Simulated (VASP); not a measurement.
Consider the following.

```
CELL_PARAMETERS angstrom
      0.00000     2.93524     2.93524
      2.93524     0.00000     2.93524
      2.93524     2.93524     0.00000
ATOMIC_POSITIONS crystal
  Zn 0.00000 0.00000 0.00000
  Se 0.25000 0.25000 0.25000
```

Level of theory: RPBE GGA, VASP's PBE PAW potentials (set 64) (plane waves; VASP). Settings: 520 eV cut-off, 8×8×8 Γ-centred mesh, Gaussian smearing of 0.050 eV, potentials Zn Se.

### Question
Give the stress tensor in GPa (positive for a compressed cell).

### Answer

```
-1.36   0.00   0.00
 0.00  -1.36   0.00
 0.00   0.00  -1.36
```
The pressure is its mean diagonal, -1.36 GPa.

The compound is ZnSe in the zinc blende structure. This cell is one point of a volume scan, at 1.03 of the reference volume.
